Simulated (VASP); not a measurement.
Here is the system:

```
CELL_PARAMETERS angstrom
      0.00000     2.77838     2.77838
      2.77838     0.00000     2.77838
      2.77838     2.77838     0.00000
ATOMIC_POSITIONS crystal
  Al 0.00000 0.00000 0.00000
  P  0.25000 0.25000 0.25000
```

These are PBE GGA with D4 dispersion, VASP's PBE PAW potentials (set 64) (plane waves; VASP) values and carry that method's errors. Settings: 520 eV cut-off, 8×8×8 Γ-centred mesh, Gaussian smearing of 0.050 eV, potentials Al P.

### Question
Predict the energy per atom (σ→0), pressure, band gap (on the k-mesh) with the smallest direct gap where there is one.

### Answer

- band gap (on the k-mesh): 1.68 eV
- smallest direct gap (on the k-mesh): 2.86 eV
- energy per atom (σ→0): -5.493 eV/atom
- pressure: -4.60 GPa

The compound is AlP in the zinc blende structure. This cell is one point of a volume scan, at 1.06 of the reference volume.
